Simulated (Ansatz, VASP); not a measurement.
# CrSeO (2H-CrOSe monolayer): VASP beside Ansatz

Aim: how closely do two programs agree when they are given the same cell, functional and k mesh? The structure shown is the start of the Ansatz relaxation below; VASP solves that cell, so the two are compared at the walk's first step.

Calculated with Ansatz 0.2.0; plane waves, with VASP 6.6.1 beside it; single point at PBE with D3(BJ).

## 1. Starting point

The cell holds 3 atoms: 1 Se, 1 Cr and 1 O. Cell: a = 2.927 Å, b = 2.927 Å, c = 36.437 Å, α = 90.0°, β = 90.0°, γ = 120.0°. Vacuum lies along c.

## 2. Ansatz: relaxation, PBE with D3(BJ)

Ansatz runs on its PAW soft_1 files.

The two programs are compared at the cell with which this relaxation starts, whose forces are those of its first step.

input.yaml reads:

```yaml
crystal:
  lattice:
    - [2.926782, 0.0, 0.0]
    - [-1.463391, 2.5346675633, 0.0]
    - [0.0, 0.0, 36.4374756385]
  atoms:
    - { symbol: Se, position: [0.3333333333, 0.6666666667, 0.4624359867] }
    - { symbol: Cr, position: [0.0, 0.0, 0.511915582] }
    - { symbol: O, position: [0.3333333333, 0.6666666667, 0.5375640133] }
  periodic: [true, true, false]
kpoints:
  mp_grid: { grid: [12, 12, 1] }
hamiltonian:
  xc: pbe
  dispersion: d3bj
  pseudopotentials: { kind: paw, azcp: { folder: soft_1 } }
scf:
  occupations: { method: fermi_dirac, width: 0.05 }
  convergence: { dr2_threshold: 1.0e-09 }
relax:
  f_tol: 0.004
  max_steps: 90
  cell: {}
output:
  write_potential: true
  write_density: true
  volumetric_format: npy
```

On the command line:

```console
$ ansatz run input.yaml --threads 2 --pin off --max-ram 3072MiB --backend cpu --events-out ev --progress --plain --runs-dir out
```

Numbers of over 12 decimals in the logs are rounded to 6 here.

The program printed:

```text
Warning: relax.cell: scf.convergence.dr2_threshold = 1e-9 eV is looser than the 1.84907497891e-10 eV advised for a relaxation that steers and ends on the stress (1e-10 eV for each atom of the cell: 3, times the square of relax.cell.stress_2d_tol = 0.05 N/m over 12.7 Å (the atoms' height at the walk's start and 5 Å past either face), 3.925e-2 GPa, over a crystal's default 0.05). What an SCF threshold leaves in a stress goes as its square root, and in the free energy as the threshold itself, and one threshold admits the most on a small cell: [figures from the program's tests cut] Set scf.convergence.dr2_threshold to 1.84907497891e-10 eV or tighter. [rest of the remark cut]
Engine: ansatz 0.2.0, x86_64-unknown-linux-gnu
Pseudopotentials: kind: paw
Pseudopotential: Se, paw, valence charge 16, recommended cutoff 420 eV (normal), soft_1/Se.paw.azcp
Pseudopotential: Cr, paw, valence charge 14, recommended cutoff 420 eV (normal), soft_1/Cr.paw.azcp
Pseudopotential: O, paw, valence charge 6, recommended cutoff 420 eV (normal), soft_1/O.paw.azcp
Functional definition: PBE
  parameter kappa = 0.804
  parameter beta = 0.066725
  exchange = pbe_x(kappa = kappa, mu = beta*pi^2/3)
  correlation = pbe_c(beta = beta)
Crystal: 3 atoms, lattice volume = 270.308 Å³
Basis set: ecut = 420 eV, 5221 PW (Γ), exchange–correlation on 40×40×500 points (8 copies of the dense FFT grid, shifted against one another)
Bands: 22, of which v1, the nominal top of the filled ones, is band 18 counted from 1 (17 counted from 0)
Symmetry: 6 space group operations
Space group: P3m1 (ITA 156), of the structure as read, at distance tolerance 6.5e-5 Å
k-points: 19 of 144 (time reversal used)
Non-local potential: Se, projectors of the file, l = 0: 2, l = 1: 2, l = 2: 3, l = 3: 1
Non-local potential: Cr, projectors of the file, l = 0: 3, l = 1: 2, l = 2: 3, l = 3: 1
Non-local potential: O, projectors of the file, l = 0: 2, l = 1: 2, l = 2: 1
PAW form: soft (Blöchl's): semilocal exchange-correlation on the pseudo side does not see the compensation charge
PAW one-centre angular grid: Se, 590 points (default); XC on 64 Gauss nodes
PAW one-centre angular grid: Cr, 590 points (default); XC on 64 Gauss nodes
PAW one-centre angular grid: O, 110 points (default); XC on 64 Gauss nodes
Initial density: superposition of atomic densities (neutral atoms: chi_scale 0, normalization atom)
Initial wavefunctions: pseudopotential atomic-orbital guess
Functional: x = pbe(κ = 0.804, μ = 0.219515), c = pbe(β = 0.066725)
SCF iter   1: F=—  HF=-9420.304542 eV  |F-HF|=—  |Δ(HF+E_count)|=         —  Δρ=9.93e-2  dr2=2.90e1  ethr=3.10e-3  ⟨swp⟩=13.8  Hψ=3038  notcnv=0
preconditioner: auto → Resta (q_TF=auto, 1.950 Å⁻¹)  ε∞=2.1  [insulator: Δε(μ)=0.806 eV  Ē_g=8.757 eV  σ=0.050 eV  W_gap=1.00  n_scr=22 (ndim 8)  ℏωp=9.0 eV  f_vac=0.819  D(μ)=0.00/eV (n_scr^D=0)  ε∞_Penn≈2.1  vacuum switching on, ρ_ref=5.6e-3 e/Å³]
SCF iter   2: F=—  HF=-9435.064911 eV  |F-HF|=—  |Δ(HF+E_count)|=    1.48e1  Δρ=2.68e-1  dr2=2.42e2  ethr=3.10e-3  ⟨swp⟩=5.4  Hψ=1678  notcnv=0  recentre
preconditioner: auto → LDOS  [metal: Δε(μ)=0.081 eV  Ē_g=7.877 eV  σ=0.050 eV  W_gap=0.38  n_scr=22 (ndim 8)  ℏωp=9.6 eV  f_vac=0.823  D(μ)=2.41/eV (n_scr^D=14)  β→1.0]
SCF iter   3: F=—  HF=-9416.782312 eV  |F-HF|=—  |Δ(HF+E_count)|=    1.83e1  Δρ=5.54e-2  dr2=1.00e1  ethr=3.10e-3  ⟨swp⟩=5.0  Hψ=1457  notcnv=0
SCF iter   4: F=—  HF=-9415.344141 eV  |F-HF|=—  |Δ(HF+E_count)|=    1.44e0  Δρ=1.88e-2  dr2=3.51e0  ethr=3.10e-3  ⟨swp⟩=4.1  Hψ=1097  notcnv=0
SCF iter   5: F=—  HF=-9415.134771 eV  |F-HF|=—  |Δ(HF+E_count)|=   2.09e-1  Δρ=6.89e-3  dr2=2.49e-1  ethr=3.10e-3  ⟨swp⟩=2.7  Hψ=755  notcnv=0
SCF iter   6: F=—  HF=-9415.139037 eV  |F-HF|=—  |Δ(HF+E_count)|=   4.27e-3  Δρ=7.87e-3  dr2=2.60e-1  ethr=6.93e-4  ⟨swp⟩=3.2  Hψ=1039  notcnv=0
SCF iter   7: F=—  HF=-9415.118787 eV  |F-HF|=—  |Δ(HF+E_count)|=   2.02e-2  Δρ=4.47e-3  dr2=9.05e-2  ethr=6.93e-4  ⟨swp⟩=2.4  Hψ=618  notcnv=0
SCF iter   8: F=—  HF=-9415.109447 eV  |F-HF|=—  |Δ(HF+E_count)|=   9.34e-3  Δρ=1.68e-3  dr2=1.23e-2  ethr=2.51e-4  ⟨swp⟩=2.8  Hψ=652  notcnv=0
SCF iter   9: F=—  HF=-9415.108342 eV  |F-HF|=—  |Δ(HF+E_count)|=   1.11e-3  Δρ=3.29e-4  dr2=4.79e-4  ethr=3.41e-5  ⟨swp⟩=2.3  Hψ=687  notcnv=0
SCF iter  10: F=—  HF=-9415.108310 eV  |F-HF|=—  |Δ(HF+E_count)|=   3.17e-5  Δρ=5.80e-5  dr2=2.93e-5  ethr=1.33e-6  ⟨swp⟩=2.6  Hψ=745  notcnv=0
[...]
SCF 3 converged in 9 iterations: F = -9415.138964 eV  dr2 = 1.89e-10
relax step   3: F+E_penalty+E_count = -9415.13896428 eV  Δ(F+E_penalty+E_count) = -8.680e-3 eV  max|allowed force component| = 9.971e-2 eV/Å  Δτ_max = 0.0239 Å  P = +0.606 N/m  Ω = 266.281 Å³  energy of the carried Pulay correction = +8.164e-4 eV  fix = [c, alpha, beta]  reactions: c +0.000 N/m  (9 SCF iters, accepted)
[...]
relax step   4: F+E_penalty+E_count = -9415.13963628 eV  Δ(F+E_penalty+E_count) = -6.720e-4 eV  max|allowed force component| = 1.337e-2 eV/Å  Δτ_max = 0.0046 Å  P = -0.039 N/m  Ω = 267.465 Å³  energy of the carried Pulay correction = +5.751e-4 eV  fix = [c, alpha, beta]  reactions: c -0.000 N/m  (8 SCF iters, accepted)
[...]
relax step   5: F+E_penalty+E_count = -9415.13965217 eV  Δ(F+E_penalty+E_count) = -1.588e-5 eV  max|allowed force component| = 2.423e-4 eV/Å  Δτ_max = 0.0007 Å  P = -0.002 N/m  Ω = 267.432 Å³  energy of the carried Pulay correction = +5.819e-4 eV  fix = [c, alpha, beta]  reactions: c -0.000 N/m  (6 SCF iters, accepted)
[...]
relax step   6: F+E_penalty+E_count = -9415.13907805 eV  Δ(F+E_penalty+E_count) = +5.741e-4 eV  max|allowed force component| = 3.370e-4 eV/Å  Δτ_max = 0.0000 Å  P = -0.014 N/m  Ω = 267.432 Å³  fix = [c, alpha, beta]  reactions: c -0.000 N/m  stress off target by 1.37e-2 N/m on what of the cell is left free  SCF on the basis re-selected at this cell (its energy is not comparable with the rows above)  (6 SCF iters)
basis re-selected at this cell: Δ(F+E_penalty+E_count) = +5.741e-4 eV, ΔP = -0.012 N/m vs the last step (what re-selecting the basis moved, of the pressure what is left beyond the Pulay correction that the steps carried, after the strain that the cell walked since its last selection, with what the two solves' SCF thresholds leave and, on support functions, any second-order correction that the steps lacked; it is no m [...]
SCF converged after 6 iterations
Free energy (F): -9415.139078 eV
Harris-Foulkes:  -9415.139078 eV  (|F-HF|=6.34e-9)
Internal energy: -9415.126720 eV  (E = F + TS)
E sigma→0 (E₀):  -9415.132899 eV
Entropy (-TS):   -0.012358 eV (-4.119 meV/atom)
Fermi energy:    -5.189847 eV
--- Per-component energies (eV) ---
  E_band       = -1206.353184
  E_kinetic    = 581.770540
  E_local      = -128306.294439  (includes V_loc(G=0)·N_el)
  E_nonlocal   = -260.518553
  E_hartree    = 63803.411971
  E_xc         = -273.130074
  E_vxc        = -329.979617  (∫ρ·V_xc dr)
  E_paw        = -3509.471143  (= ΣΔE_a)
  E_vpaw       = -498.157377  (= ΣTr[D̂ρ^β])
  E_aug_tail   = 0.001381  (compensation charges beyond the density's cutoff)
  E_ewald      = 58549.746954
  E_disp       = -0.643357  (pairwise vdW)
  E_smearing   = -0.012358  (= −TS)
  E_closure    = -0.000000  (closes the sum)
  Σ components = -9415.139078   (vs F -9415.139078, Δ=0.00e0)
--- Forces (eV/Å), atoms counted from 1 ---
  atom   1  Se    -0.00000000    -0.00000000    -0.00033747
  atom   2  Cr     0.00000000     0.00000000     0.00019117
  atom   3  O      0.00000000    -0.00000000     0.00014485
  max |Σ_I F_I| component: 1.45e-6 eV/Å
--- 2D stress c σ (N/m, compression-positive) ---
       -0.013694       0.000000      -0.000000
       -0.000000      -0.013694      -0.000000
       -0.000000      -0.000000      -0.000000
  P = ½ c Tr σ = -0.0137 N/m
--- Band table (eV; the first three rows and the last of 19) ---
  k-point 0: bands = [... 14 lower, -9.2090, -6.5843, -6.5843, -4.9748, -3.6005, -3.6005, -2.1256, -2.1256]
  k-point 1: bands = [... 14 lower, -9.0652, -6.7884, -6.6597, -5.0828, -3.6650, -3.5744, -2.8480, -2.2931]
  k-point 2: bands = [... 14 lower, -8.7890, -7.5478, -6.8194, -5.4426, -4.1564, -3.6191, -3.5398, -2.5887]
  k-point 18: bands = [... 14 lower, -10.0369, -9.5995, -7.7844, -6.3786, -5.2384, -4.1307, -3.6802, -3.0395]
  the weakly bound empty levels are not read free of the cell's end (no_gap_told)
--- Relaxed structure (5 steps of the walk, 5 accepted, 1 SCFs on fresh bases) ---
  F+E_penalty+E_count = -9415.13907805 eV   max|allowed force component| = 3.370e-4 eV/Å   (the final SCF, on the basis selected at the relaxed cell)
  cell:  # Å, volume = 267.4317 Å³
    - [2.911166, 0, 0]
    - [-1.455583, 2.521144, 0]
    - [0, 0, 36.4374756385]
  atoms:
    - { symbol: Se, position: [0.333333, 0.666667, 0.463356] }
    - { symbol: Cr, position: [-1.5873085238664787e-18, -3.7007434155248937e-17, 0.510767] }
    - { symbol: O, position: [0.333333, 0.666667, 0.537792] }
```

## 3. VASP: single point, PBE with D3(BJ), start cell

The same cell, functional, mesh and smearing now go to VASP, with its own data sets.

Lines of VASP's logs that name or quote its potential files are left out, and so is its time.

INCAR reads:

```
SYSTEM = CrSeO
PREC = Accurate
ENCUT = 520
EDIFF = 1E-06
NELM = 120
ISMEAR = -1
SIGMA = 0.05
LREAL = .FALSE.
ALGO = Normal
GGA = PE
IVDW = 12
NBANDS = 18
LASPH = .TRUE.
LORBIT = 11
LWAVE = .FALSE.
LCHARG = .FALSE.
ISIF = 2
LDIPOL = .TRUE.
IDIPOL = 3
DIPOL = 0.5 0.5 0.504
LVHAR = .TRUE.
GGA_COMPAT = .FALSE.
NELMDL = -8
```

POSCAR reads:

```
CrSeO
1.0
    2.9267820000      0.0000000000      0.0000000000
   -1.4633910000      2.5346680000      0.0000000000
    0.0000000000      0.0000000000     36.4374760000
Se Cr O
1 1 1
Direct
    0.3333332018      0.6666664036      0.4624359821
    0.0000000000      0.0000000000      0.5119155893
    0.3333332018      0.6666664036      0.5375640179
```

KPOINTS reads:

```
Automatic mesh
0
Gamma
12 12 1
0 0 0
```

The projector-augmented-wave data sets are Se, Cr_pv and O (PBE family, release 64).

On the command line:

```console
$ mpirun -np 1 vasp_std
```

The program printed:

```text
[banner, memory and clock lines left out]
running    1 mpi-ranks, on    1 nodes
 distrk:  each k-point on    1 cores,    1 groups
 distr:  one band on    1 cores,    1 groups

 POSCAR found type information on POSCAR SeCrO
 POSCAR found :  3 types and       3 ions
 LDA part: xc-table for (Slater+PW92), standard interpolation
 POSCAR, INCAR and KPOINTS ok, starting setup
 FFT: planning ... GRIDC
 FFT: planning ... GRID_SOFT
 FFT: planning ... GRID
 WAVECAR not read
 entering main loop
       N       E                     dE             d eps       ncg     rms          rms(c)
DAV:   1     0.182502258129E+03    0.18250E+03   -0.11326E+04   868   0.994E+02
DAV:   2    -0.541929190230E+01   -0.18792E+03   -0.18224E+03   974   0.255E+02
DAV:   3    -0.254562925860E+02   -0.20037E+02   -0.19822E+02   858   0.859E+01
DAV:   4    -0.258580947092E+02   -0.40180E+00   -0.40134E+00   838   0.134E+01
DAV:   5    -0.258661921894E+02   -0.80975E-02   -0.80959E-02   968   0.172E+00
DAV:   6    -0.258663092247E+02   -0.11704E-03   -0.11703E-03   862   0.176E-01
DAV:   7    -0.258663152260E+02   -0.60013E-05   -0.60015E-05  1032   0.280E-02
DAV:   8    -0.258663152627E+02   -0.36685E-07   -0.36443E-07   644   0.259E-03    0.218E+01
DAV:   9    -0.311982204854E+02   -0.53319E+01   -0.12699E+02   872   0.860E+01    0.357E+01
DAV:  10    -0.215357110874E+02    0.96625E+01   -0.11388E+02   792   0.917E+01    0.949E+00
DAV:  11    -0.208220425660E+02    0.71367E+00   -0.10449E+01   742   0.222E+01    0.273E+00
DAV:  12    -0.207208192292E+02    0.10122E+00   -0.24526E+00   906   0.876E+00    0.222E+00
DAV:  13    -0.206691154462E+02    0.51704E-01   -0.63494E-01   848   0.454E+00    0.757E-01
DAV:  14    -0.206635883814E+02    0.55271E-02   -0.51637E-02   742   0.168E+00    0.193E-01
[...]
DAV:  22    -0.206636653848E+02   -0.62466E-04   -0.59337E-06   772   0.108E-02    0.219E-03
DAV:  23    -0.206637094733E+02   -0.44088E-04   -0.82792E-07   650   0.388E-03    0.193E-03
DAV:  24    -0.206637255198E+02   -0.16047E-04   -0.67568E-07   644   0.533E-03    0.886E-04
DAV:  25    -0.206637416941E+02   -0.16174E-04   -0.39487E-07   544   0.256E-03    0.834E-04
DAV:  26    -0.206637482304E+02   -0.65363E-05   -0.28488E-07   580   0.198E-03    0.297E-04
DAV:  27    -0.206637494184E+02   -0.11881E-05   -0.15265E-08   448   0.732E-04    0.307E-04
DAV:  28    -0.206637511886E+02   -0.17701E-05   -0.59506E-08   504   0.733E-04    0.719E-05
DAV:  29    -0.206637514727E+02   -0.28412E-06   -0.44822E-09   410   0.337E-04
   1 F= -.21296370E+02 E0= -.21287233E+02  d E =-.182750E-01
```

From OUTCAR (step 3):

```text
ion  position               nearest neighbor table
   1  0.333  0.667  0.462-   2 2.47   2 2.47   2 2.47
   2  0.000  0.000  0.512-   3 1.93   3 1.93   3 1.93   1 2.47   1 2.47   1 2.47
   3  0.333  0.667  0.538-   2 1.93   2 1.93   2 1.93

  LATTYP: Found a hexagonal cell.
 ALAT       =     2.9267820000
 C/A-ratio  =    12.4496720289

 Subroutine GETGRP returns: Found  6 space group operations
 (whereof  6 operations were pure point group operations)

The static configuration has the point symmetry C_3v.

 Found     19 irreducible k-points:

   k-points           NKPTS =     19   k-points in BZ     NKDIM =     19   number of bands    NBANDS=     18

   dimension x,y,z NGX =    24 NGY =   24 NGZ =  280
   dimension x,y,z NGXF=    48 NGYF=   48 NGZF=  560

   ENCUT  =  520.0 eV  38.22 Ry    6.18 a.u.   5.44  5.44 67.75*2*pi/ulx,y,z

   NELECT =      24.0000    total number of electrons

 k-points in reciprocal lattice and weights: Automatic mesh
   0.00000000  0.00000000  0.00000000       0.007
   0.08333333  0.00000000  0.00000000       0.042
   0.16666667  0.00000000  0.00000000       0.042
   0.25000000  0.00000000  0.00000000       0.042
   0.33333333  0.00000000  0.00000000       0.042
   0.41666667  0.00000000  0.00000000       0.042
   0.50000000  0.00000000  0.00000000       0.021
   0.08333333  0.08333333  0.00000000       0.042
   0.16666667  0.08333333  0.00000000       0.083
[...]
0.33333333  0.25000000  0.00000000       0.083
   0.33333333  0.33333333  0.00000000       0.014

 dipolmoment           0.000000      0.000000      0.091691 electrons x Angstroem

 average (electrostatic) potential at core
       1 -62.8074       2 -81.0335       3 -79.7376

 E-fermi :  -3.3418

 k-point     1 :       0.0000    0.0000    0.0000
  band No.  band energies     occupation
    ...
      7      -8.3436      2.00000
      8      -8.3436      2.00000
      9      -7.4797      2.00000
     10      -4.5361      2.00000
     11      -4.5361      2.00000
     12      -2.9265      0.00049
     13      -1.5759      0.00000
     14      -1.5759      0.00000
     15      -0.3625      0.00000
     16      -0.3625      0.00000
    ...

 k-point     2 :       0.0833    0.0000    0.0000
  band No.  band energies     occupation
    ...
      7      -8.4962      2.00000
      8      -8.3114      2.00000
      9      -7.3406      2.00000
     10      -4.7189      2.00000
     11      -4.6017      2.00000
     12      -3.0377      0.00455
     13      -1.6675      0.00000
     14      -1.5573      0.00000
     15      -1.0814      0.00000
     16      -0.5348      0.00000
    ...

 k-point     3 :       0.1667    0.0000    0.0000
  band No.  band energies     occupation
    ...
      8      -8.2333      2.00000
      9      -7.0437      2.00000
     10      -5.4486      2.00000
     11      -4.7420      2.00000
     12      -3.4295      1.70492
     13      -2.3856      0.00000
     14      -1.6375      0.00000
     15      -1.5826      0.00000
     16      -0.8273      0.00000
     17       0.5552      0.00000
    ...

 Edisp (eV)   -0.63262

  Total      -0.40100    -0.40100    -0.85046    -0.00000     0.00000     0.00000
  in kB      -2.37682    -2.37682    -5.04086    -0.00000     0.00000     0.00000
  external pressure =       -3.26 kB  Pullay stress =        0.00 kB

  energy-cutoff  :      520.00
  volume of cell :      270.31
      direct lattice vectors                 reciprocal lattice vectors
     2.926782000  0.000000000  0.000000000     0.341672185  0.197264494  0.000000000
    -1.463391000  2.534668000  0.000000000     0.000000000  0.394528988  0.000000000
     0.000000000  0.000000000 36.437476000     0.000000000  0.000000000  0.027444272

 POSITION                                       TOTAL-FORCE (eV/Angst)
 -----------------------------------------------------------------------------------
      0.00000      1.68978     16.85000        -0.000000      0.000000      0.540055
      0.00000      0.00000     18.65291        -0.000000      0.000000     -0.703471
      0.00000      1.68978     19.58748         0.000000     -0.000000      0.163415
 -----------------------------------------------------------------------------------
    total drift:                                0.000000      0.000941      0.000734

  FREE ENERGIE OF THE ION-ELECTRON SYSTEM (eV)
  ---------------------------------------------------
  free  energy   TOTEN  =       -21.2963703756 eV

  energy  without entropy=      -21.2780953818  energy(sigma->0) =      -21.28723288

 vacuum level on the upper side and lower side of the slab         2.901         0.665

 total charge
# of ion       s       p       d       tot
------------------------------------------
    1        1.503   2.274   0.074   3.852
    2        0.309   6.359   4.213  10.881
    3        1.579   3.378   0.000   4.957
--------------------------------------------------
tot          3.391  12.011   4.288  19.690

[... 3 further parts left out ...]
```

This run has no spin polarisation, so a moment on Cr, if there is one, isn't seen.

## 4. Differences

Known differences besides the potentials themselves: Ansatz cuts the interaction across the vacuum, VASP repeats the sheet with a dipole correction; the data sets hold 36 valence electrons in Ansatz (on its PAW soft_1 files) and 24 in VASP; the cutoff is 420 eV in Ansatz and 520 eV in VASP. Total energies have different zeros and are not compared.

Forces (eV/Å; atoms numbered as in POSCAR):

| atom | Ansatz x, y, z | VASP x, y, z |
| --- | --- | --- |
| Se1 | 0.000, 0.000, 0.578 | 0.000, 0.000, 0.540 |
| Cr2 | 0.000, 0.000, -0.712 | 0.000, 0.000, -0.703 |
| O3 | 0.000, 0.000, 0.134 | 0.000, 0.000, 0.163 |

The forces differ by 16 meV/Å r.m.s., which is 5.4 % of the r.m.s. force of 0.301 eV/Å (both taken over all components). With vacuum in the cell, a pressure given here is an average over mostly empty space and none of the material.

## 5. What came out

```yaml
r_m_s_force_difference_single_point_pbe_with_d3_bj_start_cell: 5.4 % of the r.m.s. force
```

**Reading.** The r.m.s. force difference is 5.4 % of the r.m.s. force (single point, PBE with D3(BJ), start cell), beyond the 3 % picked in this series as the mark of a large difference. The data sets hold unlike numbers of valence electrons (36 in Ansatz and 24 in VASP), so part of the differences comes from the potentials. What causes the difference of the single point, PBE with D3(BJ), start cell pair stays open here. How closely two codes agree says nothing of how well the functional describes the real material.

[Lines on the potential files, build, host, timing and source positions are cut from VASP's logs without a mark.]

[Logs are printed without paths, hosts, clocks, repeated set-up lines and the standing remarks that a program may print on its own settings, such as how far it seeks lower states.]

[Hosts, paths, dates, database ids (printed as entryN), source tags and the programs' standing remarks are cut or masked in the printed files.]
